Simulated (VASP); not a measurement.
Consider the following.

```
CELL_PARAMETERS angstrom
      0.00000     2.68849     2.68849
      2.68849     0.00000     2.68849
      2.68849     2.68849     0.00000
ATOMIC_POSITIONS crystal
  Co 0.00000 0.00000 0.00000
  Si 0.25000 0.25000 0.25000
  Si 0.75000 0.75000 0.75000
```

Method: revPBE GGA, VASP's PBE PAW potentials (set 64) (plane waves; VASP). Numerical set-up: 520 eV cut-off, 9×9×9 Γ-centred mesh, first-order Methfessel-Paxton smearing of 0.10 eV, potentials Co Si.

Problem. What does the run give for the energy per atom (σ→0), band gap (on the k-mesh) with the smallest direct gap where there is one?

Solution. 
- band gap (on the k-mesh) = none (metal, semimetal or under 0.01 eV)
- energy per atom (σ→0) = -6.121 eV/atom

The compound is CoSi2 in the fluorite structure. It was relaxed first. The start is the result of an earlier pass. The run is not spin-polarised, so no magnetic state was tried. The electron count is odd and the run is not spin-polarised, which forces a metal.
